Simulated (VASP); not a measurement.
# TaMo2C3 (P6_3/mmc) in VASP: phonons with PBE

Aim: the phonons of TaMo2C3 with PBE.

All numbers are computed with VASP 6.6.1; they aren't measurements. Logs are shortened: lines on timing, memory, paths and dates and some standing lists are left out, and cuts for length are marked.

## (1) The crystal as given

The structure is hexagonal, space group P6_3/mmc (No. 194). The conventional cell has a = 3.042 Å, b = 3.042 Å, c = 15.983 Å, α = 90.00°, β = 90.00°, γ = 120.00°. Around Ta (site symmetry -3m) lie 6 C at 2.20 Å. Mo (site symmetry 3m) is surrounded by 6 C at 2.17 to 2.24 Å. C (site symmetry 3m) has 3 Mo at 2.17 Å and 3 Ta at 2.20 Å as nearest neighbours. C (site symmetry -6m2) is surrounded by 6 Mo at 2.24 Å.

The cell was built by a generator and needn't be a form met in nature.

## (2) Phonons, PBE

Input file POSCAR:

```
TaMo2C3
1.0
    3.0418820000      0.0000000000      0.0000000000
   -1.5209410000      2.6343470000      0.0000000000
    0.0000000000      0.0000000000     15.9834200000
Ta Mo C
2 4 6
Direct
    0.0000000000      0.0000000000      0.0000000000
    0.0000000000      0.0000000000      0.5000000000
    0.3333330000      0.6666670000      0.6627420000
    0.3333330000      0.6666670000      0.8372580000
    0.6666670000      0.3333330000      0.1627420000
    0.6666670000      0.3333330000      0.3372580000
    0.6666670000      0.3333330000      0.9167620000
    0.3333330000      0.6666670000      0.0832380000
    0.6666670000      0.3333330000      0.7500000000
    0.6666670000      0.3333330000      0.5832380000
    0.3333330000      0.6666670000      0.4167620000
    0.3333330000      0.6666670000      0.2500000000
```

Input file INCAR.step1:

```
SYSTEM = TaMo2C3
PREC = Accurate
ENCUT = 520
EDIFF = 1E-8
ISMEAR = 0
SIGMA = 0.1
LREAL = .False.
LASPH = .True.
NELM = 80
ALGO = Normal
ISIF = 3
LWAVE = .False.
LCHARG = .False.
GGA = PE
KPAR = 8
IBRION = 2
NSW = 40
EDIFFG = -0.002
```

Input file INCAR.step2:

```
SYSTEM = TaMo2C3
PREC = Accurate
ENCUT = 520
EDIFF = 1E-8
ISMEAR = 0
SIGMA = 0.1
LREAL = .False.
LASPH = .True.
NELM = 80
ALGO = Normal
ISIF = 2
LWAVE = .False.
LCHARG = .False.
GGA = PE
KPAR = 8
IBRION = 6
NFREE = 2
POTIM = 0.015
NSW = 1
```

Input file KPOINTS:

```
Automatic mesh
0
Gamma
  10 10 2
  0 0 0
```

Potentials or basis: VASP PAW PBE potentials, release 64 (Ta_pv, Mo_sv, C).

The run is started by

```console
$ cat potpaw_PBE.64/Ta_pv/POTCAR potpaw_PBE.64/Mo_sv/POTCAR potpaw_PBE.64/C/POTCAR > POTCAR
$ cp INCAR.step1 INCAR
$ mpirun -np 8 vasp_std > vasp.out
$ cp CONTCAR POSCAR
$ cp INCAR.step2 INCAR
$ mpirun -np 8 vasp_std > vasp.out
```

OUTCAR:

```text
SYSTEM = TaMo2C3
   PREC = Accurate
   ENCUT = 520
   EDIFF = 1E-8
   ISMEAR = 0
   LREAL = .False.
   LASPH = .True.
   NELM = 80
   ISIF = 2
   GGA = PE
   IBRION = 6
   NFREE = 2
   POTIM = 0.015
   NSW = 1

 ion  position               nearest neighbor table
   1  0.000  0.000  0.000-   7 2.20   8 2.20   8 2.20   7 2.20   7 2.20   8 2.20   4 3.14   5 3.14
                             4 3.14   5 3.14   4 3.14   5 3.14
   2  0.000  0.000  0.500-  10 2.20  11 2.20  11 2.20  10 2.20  10 2.20  11 2.20   3 3.14   6 3.14
                             3 3.14   6 3.14   3 3.14   6 3.14
   3  0.333  0.667  0.663-  10 2.17  10 2.17  10 2.17   9 2.24   9 2.24   9 2.24   4 2.79   2 3.14
                             2 3.14   2 3.14
   4  0.333  0.667  0.837-   7 2.17   7 2.17   7 2.17   9 2.24   9 2.24   9 2.24   3 2.79   1 3.14
                             1 3.14   1 3.14
   5  0.667  0.333  0.163-   8 2.17   8 2.17   8 2.17  12 2.24  12 2.24  12 2.24   6 2.79   1 3.14
                             1 3.14   1 3.14
   6  0.667  0.333  0.337-  11 2.17  11 2.17  11 2.17  12 2.24  12 2.24  12 2.24   5 2.79   2 3.14
                             2 3.14   2 3.14
   7  0.667  0.333  0.917-   4 2.17   4 2.17   4 2.17   1 2.20   1 2.20   1 2.20
   8  0.333  0.667  0.083-   5 2.17   5 2.17   5 2.17   1 2.20   1 2.20   1 2.20
   9  0.667  0.333  0.750-   3 2.24   4 2.24   3 2.24   4 2.24   3 2.24   4 2.24
  10  0.667  0.333  0.583-   3 2.17   3 2.17   3 2.17   2 2.20   2 2.20   2 2.20
  11  0.333  0.667  0.417-   6 2.17   6 2.17   6 2.17   2 2.20   2 2.20   2 2.20
  12  0.333  0.667  0.250-   5 2.24   6 2.24   5 2.24   6 2.24   5 2.24   6 2.24

  LATTYP: Found a hexagonal cell.
 ALAT       =     3.0428179885
 C/A-ratio  =     5.2497692823

  Lattice vectors:

 A1 = (   3.0428179885,   0.0000000000,   0.0000000000)
 A2 = (  -1.5214089942,   2.6351575897,   0.0000000000)
 A3 = (   0.0000000000,   0.0000000000,  15.9740924074)

Analysis of symmetry for initial positions (statically):
=====================================================================
 Subroutine PRICEL returns:
 Original cell was already a primitive cell.

 Routine SETGRP: Setting up the symmetry group for a
 hexagonal supercell.
[... 329 lines left out ...]

--------------------------------------- Ionic step       15  -------------------------------------------

 number of electron     101.9999994 magnetization

------------------------ aborting loop because EDIFF is reached ----------------------------------------
[... 87 lines left out ...]
--------------------------------------- Ionic step       17  -------------------------------------------

 number of electron     101.9999994 magnetization

 Free energy of the ion-electron system (eV)
  ---------------------------------------------------
  ext. energy  EPLUGINS =         0.00000000
  ---------------------------------------------------
  free energy    TOTEN  =      -125.54878371 eV

  energy without entropy =     -125.53345766  energy(sigma->0) =     -125.54112068

 E-fermi :  11.1945     XC(G=0): -13.3955

 val. band max:       11.1804911915   @ k =   0.4000   0.0000   0.0000
 cond. band min:      11.1946568746   @ k =   0.2000   0.0000   0.0000
 fundamental gap:      0.0141656831
 Fermi energy:        11.1945466612

 k-point     1 :       0.0000    0.0000    0.0000
  band No.  band energies     occupation
      1     -50.6615      2.00000
      2     -50.6614      2.00000
      3     -50.6151      2.00000
      4     -50.6149      2.00000
      5     -25.1879      2.00000
      6     -25.0951      2.00000
[... 1525 lines left out ...]
     60      13.6786      0.00000
     61      14.0248      0.00000

 [... further k-points ...]

------------------------ aborting loop because EDIFF is reached ----------------------------------------

  FORCE on cell =-STRESS in cart. coord.  units (eV):
  Direction    XX          YY          ZZ          XY          YZ          ZX
  --------------------------------------------------------------------------------------
  -------------------------------------------------------------------------------------
  Total        0.0134615      0.0134615      0.0104413      0.0000000      0.0000000     -0.0000000
  in kB        0.1683855      0.1683854      0.1306074      0.0000000      0.0000000     -0.0000000
  external PRESSURE =       0.1557928 kB  Pullay stress =       0.0000000 kB
[... 27 lines left out ...]
  FREE ENERGIE OF THE ION-ELECTRON SYSTEM (eV)
  ---------------------------------------------------
  free  energy   TOTEN  =      -125.5487837135 eV

  energy  without entropy=     -125.5334576556  energy(sigma->0) =     -125.54112068

 INTERNAL STRAIN TENSORS FROM DISPLACED ATOMS
 ============================================

 INTERNAL STRAIN TENSOR FOR ION    1 for displacements in x,y,z  (eV/Angst):
          X           Y           Z          XY          YZ          ZX
  --------------------------------------------------------------------------------
  x     0.00000     0.00000     0.00000     0.00000     0.00000     0.00000
  y     0.00000     0.00000     0.00000     0.00000     0.00000     0.00000
  z     0.00000     0.00000     0.00000     0.00000     0.00000     0.00000
[... 8 lines left out ...]
 INTERNAL STRAIN TENSOR FOR ION   12 for displacements in x,y,z  (eV/Angst):
          X           Y           Z          XY          YZ          ZX
  --------------------------------------------------------------------------------
  x     0.00000     0.00000     0.00000    -1.78522     0.00000     0.00000
  y    -1.78522     1.78522    -0.00000     0.00000     0.00000     0.00000
  z    -0.00000     0.00000     0.00000     0.00000    -0.00000     0.00000

 Eigenvectors and eigenvalues of the dynamical matrix
   1 f  =   21.598991 THz   135.710463 2PiTHz  720.464792 cm-1    89.326209 meV
   2 f  =   20.771945 THz   130.513979 2PiTHz  692.877499 cm-1    85.905823 meV
   3 f  =   20.385659 THz   128.086875 2PiTHz  679.992401 cm-1    84.308275 meV
   4 f  =   19.233651 THz   120.848595 2PiTHz  641.565549 cm-1    79.543954 meV
   5 f  =   18.868654 THz   118.555250 2PiTHz  629.390553 cm-1    78.034448 meV
   6 f  =   18.868653 THz   118.555246 2PiTHz  629.390532 cm-1    78.034445 meV
[... 25 lines left out ...]
  32 f  =    1.938538 THz    12.180194 2PiTHz   64.662671 cm-1     8.017146 meV
  33 f  =    1.938538 THz    12.180194 2PiTHz   64.662669 cm-1     8.017146 meV
  34 f/i=    0.001215 THz     0.007631 2PiTHz    0.040512 cm-1     0.005023 meV
  35 f/i=    0.001215 THz     0.007631 2PiTHz    0.040512 cm-1     0.005023 meV
  36 f/i=    0.002638 THz     0.016577 2PiTHz    0.088002 cm-1     0.010911 meV

 ELASTIC MODULI CONTR FROM IONIC RELAXATION (kBar)
 Direction    XX          YY          ZZ          XY          YZ          ZX
 --------------------------------------------------------------------------------
 XX        -130.4851    -25.0731    104.5224     -0.0000     -0.0000      0.0000
 YY         -25.0731   -130.4851    104.5224      0.0000      0.0000      0.0000
 ZZ         104.5224    104.5224   -164.5883     -0.0000      0.0000     -0.0000
 XY          -0.0000      0.0000     -0.0000    -52.7060     -0.0000     -0.0000
 YZ          -0.0000      0.0000      0.0000     -0.0000    -77.3440      0.0000
 ZX           0.0000      0.0000     -0.0000     -0.0000      0.0000    -77.3441
 --------------------------------------------------------------------------------
```

OUTCAR.step1:

```text
SYSTEM = TaMo2C3
   PREC = Accurate
   ENCUT = 520
   EDIFF = 1E-8
   ISMEAR = 0
   LREAL = .False.
   LASPH = .True.
   NELM = 80
[... 2072 lines left out ...]
  -------------------------------------------------------------------------------------
  Total        0.0084791      0.0084791      0.0055853     -0.0000000      0.0000000      0.0000000
  in kB        0.1060628      0.1060628      0.0698648     -0.0000000      0.0000000      0.0000000
  external PRESSURE =       0.0939968 kB  Pullay stress =       0.0000000 kB
[... 27 lines left out ...]
  FREE ENERGIE OF THE ION-ELECTRON SYSTEM (eV)
  ---------------------------------------------------
  free  energy   TOTEN  =      -125.5502716760 eV

  energy  without entropy=     -125.5349549860  energy(sigma->0) =     -125.54261333

 reached required accuracy - stopping structural energy minimisation
```

OSZICAR.step1:

```text
N       E                     dE             d eps       ncg     rms          rms(c)
[... 76 lines left out ...]
DAV:   2    -0.125550274190E+03    0.22436E-05   -0.25485E-05  4150   0.292E-02    0.838E-03
DAV:   3    -0.125550272853E+03    0.13369E-05   -0.97632E-06  4170   0.189E-02    0.435E-03
DAV:   4    -0.125550272286E+03    0.56633E-06   -0.21899E-06  4104   0.924E-03    0.185E-03
DAV:   5    -0.125550271989E+03    0.29725E-06   -0.24571E-07  3846   0.285E-03    0.177E-03
DAV:   6    -0.125550271763E+03    0.22629E-06   -0.23455E-08  3015   0.732E-04    0.499E-04
DAV:   7    -0.125550271720E+03    0.43043E-07   -0.59975E-09  2063   0.373E-04    0.283E-04
DAV:   8    -0.125550271667E+03    0.52452E-07   -0.33326E-09  1903   0.248E-04    0.678E-05
DAV:   9    -0.125550271676E+03   -0.86620E-08   -0.63444E-10  1768   0.135E-04
   7 F= -.12555027E+03 E0= -.12554261E+03  d E =-.285408E-05
```

It took 24 min on 8 MPI ranks of Intel Xeon Platinum 8488C (Sapphire Rapids), shared host; peak memory 1.1 GiB.

Results:

```
Highest phonon frequency at Γ, LO-TO splitting left out : 720 cm⁻¹
```

The path:
| step | energy change (eV) | largest force (eV/Å) | pressure (GPa) | volume (Å³) |
| --- | --- | --- | --- | --- |
| 1 | 0.0000 | 0.0156 | 0.00 | 128.08 |
| 2 | -0.0001 | 0.0089 | 0.03 | 128.08 |
| 3 | -0.0001 | 0.0083 | 0.03 | 128.08 |
| 4 | -0.0001 | 0.0018 | -0.05 | 128.11 |
| 5 | -0.0001 | 0.0037 | -0.03 | 128.10 |
| 6 | -0.0001 | 0.0023 | 0.03 | 128.08 |
| 7 | -0.0001 | 0.0005 | 0.01 | 128.09 |

Phonon frequencies in cm⁻¹ (negative: imaginary):
| q point | frequencies |
| --- | --- |
| (0.000, 0.000, 0.000) | 0 0 0 65 65 106 106 118 118 138 165 166 166 177 177 203 300 300 485 485 492 492 514 530 566 566 578 578 628 628 629 629 642 680 693 720 |

The run has no spin-orbit coupling, so splittings on Ta are missing.
